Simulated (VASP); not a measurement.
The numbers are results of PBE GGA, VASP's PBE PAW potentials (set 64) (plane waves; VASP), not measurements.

VASP ran on this input.

### POSCAR
```
Li
3.0224290
 -0.5773502041   0.5773502041   0.5773502041
  0.5773502041  -0.5773502041   0.5773502041
  0.5773502041   0.5773502041  -0.5773502041
Li
1
Cart
  0.0000000000   0.0000000000   0.0000000000
```

### INCAR
```
SYSTEM  =  Li
PREC  =  Accurate; ENCUT  =  520; LREAL  =  .False.
LASPH  =  .True.
EDIFF  =  1E-6; NELM  =  100; ALGO  =  Normal
ISMEAR  =  1; SIGMA  =  0.1
GGA  =  PE
ISIF  =  2
LWAVE  =  .False.; LCHARG  =  .False.
```

File KPOINTS:
```
Automatic mesh
0
Gamma
13 13 13
0 0 0
```

POTCAR, in this order: Li_sv (PBE.64 set). Program: vasp_std.

The resulting files:

File OUTCAR:
```
 ion  position               nearest neighbor table
   1  0.000  0.000  0.000-
  LATTYP: Found a body centered cubic cell.
 ALAT       =     3.4900000000
 Subroutine PRICEL returns:
 Original cell was already a primitive cell.
 Subroutine GETGRP returns: Found 48 space group operations
The static configuration has the point symmetry O_h .
The dynamic configuration has the point symmetry O_h .
 Subroutine INISYM returns: Found 48 space group operations
 Subroutine IBZKPT returns following result:
 Found     84 irreducible k-points:

 Following reciprocal coordinates:
            Coordinates               Weight
  0.000000  0.000000  0.000000      1.000000
  0.076923  0.000000  0.000000     12.000000
  0.153846  0.000000  0.000000     12.000000
  0.230769  0.000000  0.000000     12.000000
  0.307692  0.000000  0.000000     12.000000
  0.384615  0.000000  0.000000     12.000000
  0.461538  0.000000  0.000000     12.000000
  0.076923  0.076923  0.000000     24.000000
  0.153846  0.076923 -0.000000     48.000000
  0.230769  0.076923  0.000000     48.000000
...
```

### OSZICAR
```
       N       E                     dE             d eps       ncg     rms          rms(c)
DAV:   1     0.524539526777E+00    0.52454E+00   -0.70185E+02   845   0.415E+02
DAV:   2    -0.181083171601E+01   -0.23354E+01   -0.22638E+01  1200   0.588E+01
DAV:   3    -0.190281582015E+01   -0.91984E-01   -0.91959E-01  1065   0.841E+00
DAV:   4    -0.190542181919E+01   -0.26060E-02   -0.25938E-02  1120   0.123E+00
DAV:   5    -0.190544870618E+01   -0.26887E-04   -0.26887E-04  1045   0.113E-01    0.242E-01
DAV:   6    -0.190429322319E+01    0.11555E-02   -0.28086E-04  1385   0.111E-01    0.138E-01
DAV:   7    -0.190372144112E+01    0.57178E-03   -0.68869E-04  1545   0.168E-01    0.275E-02
DAV:   8    -0.190372242113E+01   -0.98001E-06   -0.18643E-05   875   0.372E-02    0.192E-03
DAV:   9    -0.190371997489E+01    0.24462E-05   -0.64236E-07   655   0.119E-02    0.414E-04
DAV:  10    -0.190371910761E+01    0.86728E-06   -0.76532E-08   465   0.437E-03
   1 F= -.19037191E+01 E0= -.19037160E+01  d E =-.926425E-05
```

OUTCAR:
```
------------------------ aborting loop because EDIFF is reached ----------------------------------------
  FORCE on cell =-STRESS in cart. coord.  units (eV):
  Direction    XX          YY          ZZ          XY          YZ          ZX
  --------------------------------------------------------------------------------------
  Total       -0.0933889     -0.0933889     -0.0933889     -0.0000000      0.0000000      0.0000000
  in kB       -7.0397847     -7.0397847     -7.0397847     -0.0000000      0.0000000      0.0000000
  external PRESSURE =      -7.0397847 kB  Pullay stress =       0.0000000 kB
  volume of cell :       21.25
      direct lattice vectors                 reciprocal lattice vectors
    -1.745000000  1.745000000  1.745000000     0.000000000  0.286532951  0.286532951
     1.745000000 -1.745000000  1.745000000     0.286532951  0.000000000  0.286532951
     1.745000000  1.745000000 -1.745000000     0.286532951  0.286532951  0.000000000
 POSITION                                       TOTAL-FORCE (eV/Angst)
 -----------------------------------------------------------------------------------
      0.00000      0.00000      0.00000         0.000000      0.000000     -0.000000
 -----------------------------------------------------------------------------------
    total drift:                               -0.000000     -0.000000      0.000000
  FREE ENERGIE OF THE ION-ELECTRON SYSTEM (eV)
  ---------------------------------------------------
  free  energy   TOTEN  =        -1.9037191076 eV

  energy  without entropy=       -1.9037098434  energy(sigma->0) =       -1.90371602
```
(Selected blocks of OUTCAR.)

The compound is Li in the bcc structure. The cell was not relaxed at this level.
